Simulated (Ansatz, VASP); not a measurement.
# TaN in two plane-wave programs, part 3 of 3

One calculation is typed for both programs; each brings its own data sets. How far apart do they land? The cell is taken from a series of runs on this material, whose earlier steps may have relaxed, scaled, displaced or heated it; both programs get it as it stands.

VASP 6.6.1 and Ansatz 0.2.0.

So far: Set-up; Ansatz: zone-centre phonons, PBEsol; VASP: zone-centre phonons, PBEsol.

**3. VASP: zone-centre phonons, PBEsol (continued)**

Level of this step: PBEsol; plane waves and PAW (N, Ta_pv) (VASP).

Numbers of over 12 decimals in the logs are rounded to 6 here.

OUTCAR, selected parts (step 3):

```text
ion  position               nearest neighbor table
   1  0.397  0.000  0.000-   6 1.99   4 2.09   4 2.09   5 2.09   5 2.09
   2  0.603  0.603  0.000-   6 1.99   4 2.09   4 2.09   5 2.09   5 2.09
   3  0.000  0.397  0.000-   6 1.99   5 2.09   5 2.09   4 2.09   4 2.09
   4  0.333  0.667  0.500-   1 2.09   1 2.09   3 2.09   3 2.09   2 2.09   2 2.09   5 2.90   5 2.90
                             5 2.90   6 3.23   6 3.23   6 3.23   6 3.23   6 3.23   6 3.23
   5  0.667  0.333  0.500-   3 2.09   3 2.09   1 2.09   1 2.09   2 2.09   2 2.09   4 2.90   4 2.90
                             4 2.90   6 3.23   6 3.23   6 3.23   6 3.23   6 3.23   6 3.23
   6  0.000  0.000  0.000-   2 1.99   1 1.99   3 1.99   4 3.23   5 3.23   4 3.23   5 3.23   5 3.23
                             5 3.23   4 3.23   4 3.23   5 3.23   5 3.23   4 3.23   4 3.23

  LATTYP: Found a hexagonal cell.
 ALAT       =     5.0250932371
 C/A-ratio  =     0.5628957376

 Subroutine GETGRP returns: Found 12 space group operations
 (whereof 12 operations were pure point group operations)

The static configuration has the point symmetry D_3h.

 Found     84 irreducible k-points:

   k-points           NKPTS =     84   k-points in BZ     NKDIM =     84   number of bands    NBANDS=     30

   dimension x,y,z NGX =    40 NGY =   40 NGZ =   24
   dimension x,y,z NGXF=    80 NGYF=   80 NGZF=   48

   ENCUT  =  600.0 eV  44.10 Ry    6.64 a.u.  10.04 10.04  5.65*2*pi/ulx,y,z

   NELECT =      48.0000    total number of electrons

 k-points in reciprocal lattice and weights: Automatic mesh
   0.00000000  0.00000000  0.00000000       0.001
   0.11111111  0.00000000  0.00000000       0.006
   0.22222222 -0.00000000  0.00000000       0.006
   0.33333333  0.00000000  0.00000000       0.006
   0.44444444 -0.00000000  0.00000000       0.006
   0.11111111  0.11111111  0.00000000       0.006
   0.22222222  0.11111111  0.00000000       0.012
   0.33333333  0.11111111  0.00000000       0.012
   0.44444444  0.11111111  0.00000000       0.006
[...]
-----------------------------------------------------------------------------------
    total drift:                                0.000000      0.000000     -0.000000

 Eigenvectors and eigenvalues of the dynamical matrix
 ----------------------------------------------------

   1 f  =   24.502069 THz   153.951042 2PiTHz  817.301059 cm-1   101.332371 meV
             X         Y         Z           dx          dy          dz
      1.994670  0.000000  0.000000    -0.000000    0.577350    0.000000
      1.515212  2.624423  0.000000     0.500000   -0.288675    0.000000
     -0.997335  1.727435  0.000000    -0.500000   -0.288675   -0.000000
     -0.000000  2.901239  1.414302    -0.000000   -0.000000   -0.000000
      2.512547  1.450619  1.414302    -0.000000    0.000000    0.000000
      0.000000  0.000000  0.000000     0.000000   -0.000000    0.000000

   2 f  =   21.979864 THz   138.103561 2PiTHz  733.169359 cm-1    90.901374 meV
             X         Y         Z           dx          dy          dz
      1.994670  0.000000  0.000000     0.537905    0.263479    0.000000
      1.515212  2.624423  0.000000    -0.416776    0.143019    0.000000
     -0.997335  1.727435  0.000000     0.164886   -0.623529   -0.000000
     -0.000000  2.901239  1.414302     0.049468    0.015008    0.000000
      2.512547  1.450619  1.414302    -0.001137   -0.051682   -0.000000
      0.000000  0.000000  0.000000    -0.127856    0.097018   -0.000000

   3 f  =   21.979864 THz   138.103561 2PiTHz  733.169359 cm-1    90.901374 meV
             X         Y         Z           dx          dy          dz
      1.994670  0.000000  0.000000     0.408166   -0.347228    0.000000
      1.515212  2.624423  0.000000     0.287706    0.607453   -0.000000
     -0.997335  1.727435  0.000000    -0.478842    0.025791   -0.000000
     -0.000000  2.901239  1.414302    -0.015008    0.049468   -0.000000
      2.512547  1.450619  1.414302     0.051682   -0.001137    0.000000
      0.000000  0.000000  0.000000    -0.097018   -0.127856   -0.000000

   4 f  =   21.100433 THz   132.577930 2PiTHz  703.834683 cm-1    87.264340 meV
             X         Y         Z           dx          dy          dz
      1.994670  0.000000  0.000000    -0.333226    0.403457   -0.000000
      1.515212  2.624423  0.000000    -0.547327    0.376449   -0.000000
     -0.997335  1.727435  0.000000    -0.416887    0.204536    0.000000
     -0.000000  2.901239  1.414302     0.133993   -0.075941   -0.000000
      2.512547  1.450619  1.414302     0.109216   -0.108595    0.000000
      0.000000  0.000000  0.000000     0.117707   -0.089311    0.000000

   5 f  =   21.100433 THz   132.577930 2PiTHz  703.834683 cm-1    87.264340 meV
             X         Y         Z           dx          dy          dz
      1.994670  0.000000  0.000000    -0.252837   -0.531734    0.000000
      1.515212  2.624423  0.000000    -0.279845   -0.317633   -0.000000
     -0.997335  1.727435  0.000000    -0.451758   -0.448073    0.000000
     -0.000000  2.901239  1.414302     0.075941    0.133993    0.000000
      2.512547  1.450619  1.414302     0.108595    0.109216   -0.000000
      0.000000  0.000000  0.000000     0.089311    0.117707    0.000000

   6 f  =   20.842581 THz   130.957801 2PiTHz  695.233679 cm-1    86.197952 meV
             X         Y         Z           dx          dy          dz
      1.994670  0.000000  0.000000    -0.000000    0.000000    0.552722
      1.515212  2.624423  0.000000    -0.000000    0.000000    0.552722
     -0.997335  1.727435  0.000000    -0.000000   -0.000000    0.552722
     -0.000000  2.901239  1.414302     0.000000    0.000000   -0.199549
      2.512547  1.450619  1.414302     0.000000   -0.000000   -0.199549
      0.000000  0.000000  0.000000     0.000000    0.000000   -0.062103

   7 f  =   20.455580 THz   128.526200 2PiTHz  682.324706 cm-1    84.597444 meV
             X         Y         Z           dx          dy          dz
      1.994670  0.000000  0.000000     0.577350    0.000000   -0.000000
      1.515212  2.624423  0.000000    -0.288675   -0.500000    0.000000
     -0.997335  1.727435  0.000000    -0.288675    0.500000    0.000000
     -0.000000  2.901239  1.414302     0.000000   -0.000000   -0.000000
      2.512547  1.450619  1.414302    -0.000000   -0.000000    0.000000
      0.000000  0.000000  0.000000     0.000000    0.000000   -0.000000

   8 f  =   20.247502 THz   127.218804 2PiTHz  675.383954 cm-1    83.736900 meV
             X         Y         Z           dx          dy          dz
      1.994670  0.000000  0.000000    -0.000000   -0.000000   -0.690651
      1.515212  2.624423  0.000000     0.000000    0.000000    0.722487
     -0.997335  1.727435  0.000000    -0.000000   -0.000000   -0.031836
     -0.000000  2.901239  1.414302     0.000000    0.000000   -0.000000
      2.512547  1.450619  1.414302     0.000000    0.000000    0.000000
      0.000000  0.000000  0.000000     0.000000    0.000000    0.000000

   9 f  =   20.247502 THz   127.218804 2PiTHz  675.383954 cm-1    83.736900 meV
             X         Y         Z           dx          dy          dz
      1.994670  0.000000  0.000000     0.000000   -0.000000   -0.435508
      1.515212  2.624423  0.000000     0.000000   -0.000000   -0.380367
     -0.997335  1.727435  0.000000     0.000000   -0.000000    0.815876
     -0.000000  2.901239  1.414302    -0.000000    0.000000    0.000000
      2.512547  1.450619  1.414302    -0.000000    0.000000   -0.000000
      0.000000  0.000000  0.000000    -0.000000    0.000000   -0.000000

  10 f  =    7.883350 THz    49.532552 2PiTHz  262.960265 cm-1    32.602903 meV
             X         Y         Z           dx          dy          dz
      1.994670  0.000000  0.000000    -0.004008    0.024039    0.000000
      1.515212  2.624423  0.000000    -0.000021   -0.007585    0.000000
     -0.997335  1.727435  0.000000     0.025373    0.011680   -0.000000
     -0.000000  2.901239  1.414302    -0.603397    0.349088   -0.000000
      2.512547  1.450619  1.414302     0.498741   -0.487040    0.000000
      0.000000  0.000000  0.000000     0.098700    0.130101   -0.000000

  11 f  =    7.883350 THz    49.532552 2PiTHz  262.960265 cm-1    32.602903 meV
             X         Y         Z           dx          dy          dz
      1.994670  0.000000  0.000000    -0.005283   -0.018237   -0.000000
      1.515212  2.624423  0.000000     0.026341   -0.014250   -0.000000
     -0.997335  1.727435  0.000000     0.007076    0.011144    0.000000
     -0.000000  2.901239  1.414302     0.349088    0.603397    0.000000
      2.512547  1.450619  1.414302    -0.487040   -0.498741   -0.000000
      0.000000  0.000000  0.000000     0.130101   -0.098700   -0.000000

  12 f  =    6.696074 THz    42.072675 2PiTHz  223.356994 cm-1    27.692725 meV
             X         Y         Z           dx          dy          dz
      1.994670  0.000000  0.000000    -0.000000    0.000000    0.000000
      1.515212  2.624423  0.000000    -0.000000   -0.000000   -0.000000
     -0.997335  1.727435  0.000000     0.000000    0.000000    0.000000
     -0.000000  2.901239  1.414302     0.000000    0.000000   -0.707107
      2.512547  1.450619  1.414302    -0.000000   -0.000000    0.707107
      0.000000  0.000000  0.000000    -0.000000    0.000000    0.000000

  13 f  =    6.241402 THz    39.215883 2PiTHz  208.190749 cm-1    25.812351 meV
             X         Y         Z           dx          dy          dz
      1.994670  0.000000  0.000000    -0.086423   -0.048024    0.000000
      1.515212  2.624423  0.000000     0.075048   -0.027630   -0.000000
     -0.997335  1.727435  0.000000    -0.023350    0.102011   -0.000000
     -0.000000  2.901239  1.414302     0.401760   -0.130195    0.000000
      2.512547  1.450619  1.414302     0.233459   -0.351936   -0.000000
      0.000000  0.000000  0.000000    -0.625253    0.474566    0.000000
    [... 43 further lines ...]
      2.512547  1.450619  1.414302     0.303899   -0.465768   -0.000000
      0.000000  0.000000  0.000000     0.304026   -0.465999   -0.000000

 ELASTIC MODULI CONTR FROM IONIC RELAXATION (kBar)
 Direction    XX          YY          ZZ          XY          YZ          ZX
 --------------------------------------------------------------------------------
 XX        -881.2539    396.6059    135.4297      0.0000     -0.0000      0.0000
 YY         396.6059   -881.2539    135.4297      0.0000     -0.0000      0.0000
 ZZ         135.4297    135.4297    -75.6887     -0.0000      0.0000     -0.0000
 XY           0.0000      0.0000     -0.0000   -638.9330      0.0000      0.0000
 YZ          -0.0000     -0.0000      0.0000      0.0000    -83.6674      0.0000
 ZX           0.0000      0.0000     -0.0000      0.0000      0.0000    -72.4845
 --------------------------------------------------------------------------------
```

Energies printed during the response cycles are not total energies of the cell.

**4. Comparison**

Known differences besides the potentials themselves: the data sets hold 54 valence electrons in Ansatz (on its PAW soft_1 files) and 48 in VASP; the cutoff is 420 eV in Ansatz and 600 eV in VASP; Ansatz makes its cores anew for this functional, VASP keeps those of its PBE data sets. Total energies have different zeros and are not compared.

Both answers:

```
                    quantity  Ansatz   VASP  difference
       optical mode 1 (cm⁻¹)   158.7  158.1     +0.33 %
  optical mode 2 to 3 (cm⁻¹)   208.1  208.2     -0.05 %
       optical mode 4 (cm⁻¹)   222.3  223.4     -0.48 %
  optical mode 5 to 6 (cm⁻¹)   262.4  263.0     -0.21 %
  optical mode 7 to 8 (cm⁻¹)   670.4  675.4     -0.74 %
       optical mode 9 (cm⁻¹)   675.5  682.3     -0.99 %
      optical mode 10 (cm⁻¹)   691.7  695.2     -0.51 %
optical mode 11 to 12 (cm⁻¹)   698.0  703.8     -0.82 %
optical mode 13 to 14 (cm⁻¹)   727.4  733.2     -0.78 %
      optical mode 15 (cm⁻¹)   812.2  817.3     -0.63 %
```

Modes are paired by rising frequency, not by their patterns, so a pair may set unlike modes beside each other; they are those without the splitting of longitudinal modes.

**5. Summary of results**

| Item | Value |
| --- | --- |
| r.m.s. difference of the optical zone-centre modes, each program's sorted by frequency (zone-centre phonons, PBEsol) | 4.2 cm⁻¹ |
| difference in optical mode 9 (zone-centre phonons, PBEsol) | -1.0 % |

What this shows: The r.m.s. difference of the optical zone-centre modes, each program's sorted by frequency is 4.2 cm⁻¹ (zone-centre phonons, PBEsol). The data sets hold unlike numbers of valence electrons (54 in Ansatz and 48 in VASP), so part of the differences comes from the potentials. Among the rows given in per cent, the largest difference of the zone-centre phonons, PBEsol pair is in optical mode 9, -1.0 %. How closely two codes agree says nothing of how well the functional describes the real material.

[Lines on the potential files, build, host, timing and source positions are cut from VASP's logs without a mark.]

[Logs are printed without paths, hosts, clocks, repeated set-up lines and the standing remarks that a program may print on its own settings, such as how far it seeks lower states.]

[Hosts, paths, dates, database ids (printed as entryN), source tags and the programs' standing remarks are cut or masked in the printed files.]
